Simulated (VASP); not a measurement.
Runs of VASP 6.6.1 on AlSiB. All rows change the cell; the cell of one of them follows. Symmetry: P4/mmm, No. 123, tetragonal system. The conventional cell has a = 2.990 Å, b = 2.990 Å, c = 5.088 Å, α = 90.00°, β = 90.00°, γ = 90.00°. Around Al (site symmetry 4/mmm) lie 2 Si at 2.54 Å. Si (site symmetry 4/mmm) has 4 B at 2.11 Å as nearest neighbours. B (site symmetry 4/mmm) has 4 Si at 2.11 Å as nearest neighbours. The cell was built by a generator and needn't be a form met in nature.

```csv
task,cell,k mesh,cutoff (eV),mesh quality,gap on the mesh (eV),pressure (GPa),relaxed volume (Å³/atom)
relaxation of cell and atoms,"relaxed from: random cell by space group and Wyckoff sites (P4/mmm, No. 123)",16 × 16 × 10,600,not flagged,none,0.0,(a)
single point,"random cell by space group and Wyckoff sites (P4/mmm, No. 123)",6 × 6 × 4,520,coarse,none,29.7,-
single point,"random cell by space group and Wyckoff sites (P4/mmm, No. 123)",16 × 16 × 10,520,not flagged,none,0.0,-
single point,"random cell by space group and Wyckoff sites (P4/mmm, No. 123)",6 × 6 × 4,520,not flagged,none,0.0,-
relaxation of cell and atoms,"relaxed from: random cell by space group and Wyckoff sites (P4/mmm, No. 123)",6 × 6 × 4,600,coarse,none,0.1,15.13
```

Alike in all rows: level PBE; potentials or basis VASP PAW PBE potentials, release 64 (Al, Si, B); no spin polarisation; smearing gaussian 0.1 eV.

Problem. Fill in the values left out.

Solution. (a) 15.24.

Caveats: some runs use coarse meshes; a pressure of tens of GPa on the cell as given is suspect, and the run, the potentials or the cell itself is likely at fault (some runs); the volume moved by over 15 % at a fixed basis, so the end points are rough (some runs).

A gap of «none» marks a metal or a gap under the smearing width.
